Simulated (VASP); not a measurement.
Method: LDA (Ceperley-Alder, Perdew-Zunger), VASP's LDA PAW potentials (set 64) (plane waves; VASP).

A VASP calculation is set up with these files.

### INCAR
```
! general
SYSTEM   =  Ru
PREC     =  Accurate
ENCUT    =  400
LREAL    =  .FALSE.
LASPH    =  .TRUE.

! electronic loop
EDIFF    =  1E-8
NELM     =  100
ALGO     =  Normal
LMAXMIX  =  4

! smearing
ISMEAR   =  1
SIGMA    =  0.1

! ions
IBRION   =  1
NSW      =  30
ISIF     =  2
EDIFFG   =  -0.001

! output
LWAVE    =  .FALSE.
LCHARG   =  .FALSE.
```

**POSCAR**
```
Ru
1
    2.6765914623     0.0000000000     0.0000000000
   -1.3382957311     2.3179966179    -0.0000000000
   -0.0000000000     0.0000000000     4.2204368455
Ru
2
Direct
  0.3333330000   0.6666670000   0.2500000000
  0.6666670000   0.3333330000   0.7500000000
```

KPOINTS:
```
Automatic mesh
0
Gamma
14 14 8
0 0 0
```

POTCAR, in this order: Ru_pv (LDA.64 set). Program: vasp_std.

The run wrote:

OUTCAR:
```
 ion  position               nearest neighbor table
   1  0.333  0.667  0.250-   2 2.62   2 2.62   2 2.62   2 2.62   2 2.62   2 2.62
   2  0.667  0.333  0.750-   1 2.62   1 2.62   1 2.62   1 2.62   1 2.62   1 2.62
  LATTYP: Found a hexagonal cell.
 ALAT       =     2.6765914623
 C/A-ratio  =     1.5767953029
 Subroutine PRICEL returns:
 Original cell was already a primitive cell.
 Subroutine GETGRP returns: Found 24 space group operations
The static configuration has the point symmetry D_3d.
 The point group associated with its full space group is D_6h.
The dynamic configuration has the point symmetry D_3d.
 Subroutine INISYM returns: Found 24 space group operations
 Subroutine IBZKPT returns following result:
 Found    120 irreducible k-points:

 Following reciprocal coordinates:
            Coordinates               Weight
  0.000000  0.000000  0.000000      1.000000
  0.071429  0.000000  0.000000      6.000000
  0.142857  0.000000  0.000000      6.000000
  0.214286  0.000000  0.000000      6.000000
  0.285714  0.000000  0.000000      6.000000
  0.357143  0.000000  0.000000      6.000000
  0.428571  0.000000  0.000000      6.000000
  0.500000 -0.000000  0.000000      3.000000
  0.071429  0.071429  0.000000      6.000000
  0.142857  0.071429  0.000000     12.000000
  0.214286  0.071429  0.000000     12.000000
  0.285714  0.071429  0.000000     12.000000
  0.357143  0.071429  0.000000     12.000000
  0.428571  0.071429  0.000000     12.000000
  0.142857  0.142857  0.000000      6.000000
  0.214286  0.142857  0.000000     12.000000
  0.285714  0.142857  0.000000     12.000000
  0.357143  0.142857  0.000000     12.000000
  0.428571  0.142857  0.000000      6.000000
  0.214286  0.214286  0.000000      6.000000
  0.285714  0.214286  0.000000     12.000000
  0.357143  0.214286  0.000000     12.000000
  0.285714  0.285714  0.000000      6.000000
  0.357143  0.285714  0.000000      6.000000
  0.000000  0.000000  0.125000      2.000000
  0.071429  0.000000  0.125000     12.000000
  0.142857  0.000000  0.125000     12.000000
  0.214286  0.000000  0.125000     12.000000
  0.285714  0.000000  0.125000     12.000000
  0.357143  0.000000  0.125000     12.000000
  0.428571  0.000000  0.125000     12.000000
  0.500000 -0.000000  0.125000      6.000000
  0.071429  0.071429  0.125000     12.000000
  0.142857  0.071429  0.125000     24.000000
  0.214286  0.071429  0.125000     24.000000
  0.285714  0.071429  0.125000     24.000000
  0.357143  0.071429  0.125000     24.000000
  0.428571  0.071429  0.125000     24.000000
  0.142857  0.142857  0.125000     12.000000
  0.214286  0.142857  0.125000     24.000000
   k-points           NKPTS =    120   k-points in BZ     NKDIM =    120   number of bands    NBANDS=     18
   number of dos      NEDOS =    301   number of ions     NIONS =      2
   total plane-waves  NPLWV =   9072
   dimension x,y,z NGX =    18 NGY =   18 NGZ =   28
   dimension x,y,z NGXF=    36 NGYF=   36 NGZF=   56
   ions per type =               2
   PREC   = accura    normal or accurate (medium, high low for compatibility)
   ISTART =      0    job   : 0-new  1-cont  2-samecut
   ICHARG =      2    charge: 1-file 2-atom 10-const
   ISPIN  =      1    spin polarized calculation?
   LNONCOLLINEAR =      F non collinear calculations
   LSORBIT =      F    spin-orbit coupling
   INIWAV =      1    electr: 0-lowe 1-rand  2-diag
   ENCUT  =  400.0 eV  29.40 Ry    5.42 a.u.   4.36  4.36  6.88*2*pi/ulx,y,z
   NELM   =    100;   NELMIN=  2; NELMDL= -5     # of ELM steps
   EDIFF  = 0.1E-07   stopping-criterion for ELM
   LREAL  =      F    real-space projection
...
```

**OSZICAR**
```
       N       E                     dE             d eps       ncg     rms          rms(c)
DAV:   1     0.242298675151E+03    0.24230E+03   -0.15825E+04  4328   0.144E+03
DAV:   2    -0.171503033248E+02   -0.25945E+03   -0.25422E+03  4602   0.448E+02
DAV:   3    -0.227771423596E+02   -0.56268E+01   -0.55224E+01  4492   0.714E+01
DAV:   4    -0.228328732343E+02   -0.55731E-01   -0.55250E-01  5402   0.647E+00
DAV:   5    -0.228338488211E+02   -0.97559E-03   -0.97546E-03  4698   0.694E-01    0.201E+01
DAV:   6    -0.214977553751E+02    0.13361E+01   -0.34747E+00  4364   0.194E+01    0.543E+00
DAV:   7    -0.213949996021E+02    0.10276E+00   -0.27326E-01  4448   0.483E+00    0.126E+00
DAV:   8    -0.213828519228E+02    0.12148E-01   -0.97004E-03  4406   0.124E+00    0.163E-01
DAV:   9    -0.213827893756E+02    0.62547E-04   -0.41802E-04  5574   0.219E-01    0.303E-02
DAV:  10    -0.213828122801E+02   -0.22905E-04   -0.93223E-06  4598   0.278E-02    0.406E-03
DAV:  11    -0.213828122261E+02    0.54065E-07   -0.30766E-07  6102   0.425E-03    0.163E-03
DAV:  12    -0.213828122098E+02    0.16293E-07   -0.14019E-08  2904   0.135E-03    0.131E-04
DAV:  13    -0.213828122051E+02    0.46502E-08   -0.11805E-09  2346   0.317E-04
   1 F= -.21382812E+02 E0= -.21382435E+02  d E =-.213828E+02
```

**OUTCAR**
```
------------------------ aborting loop because EDIFF is reached ----------------------------------------
  FORCE on cell =-STRESS in cart. coord.  units (eV):
  Direction    XX          YY          ZZ          XY          YZ          ZX
  --------------------------------------------------------------------------------------
  Total       -0.0024323     -0.0024323      0.0116025     -0.0000000      0.0000000      0.0000000
  in kB       -0.1488226     -0.1488227      0.7099178     -0.0000000      0.0000000      0.0000000
  external PRESSURE =       0.1374242 kB  Pullay stress =       0.0000000 kB
  volume of cell :       26.18
      direct lattice vectors                 reciprocal lattice vectors
     2.676591462  0.000000000  0.000000000     0.373609501  0.215703507  0.000000000
    -1.338295731  2.317996618  0.000000000     0.000000000  0.431407014  0.000000000
     0.000000000  0.000000000  4.220436846     0.000000000  0.000000000  0.236942297
 POSITION                                       TOTAL-FORCE (eV/Angst)
 -----------------------------------------------------------------------------------
     -0.00000      1.54533      1.05511         0.000000      0.000000      0.000000
      1.33830      0.77266      3.16533        -0.000000      0.000000      0.000000
 -----------------------------------------------------------------------------------
    total drift:                               -0.000429      0.000248     -0.000045
  FREE ENERGIE OF THE ION-ELECTRON SYSTEM (eV)
  ---------------------------------------------------
  free  energy   TOTEN  =       -21.3828122051 eV

  energy  without entropy=      -21.3816802997  energy(sigma->0) =      -21.38243490

 reached required accuracy - stopping structural energy minimisation
```
(Selected blocks of OUTCAR.)

The structure comes from a computed database's Ru entry (P6_3/mmc); how it stands against other phases isn't given here. It was relaxed first. The start is the result of an earlier pass.
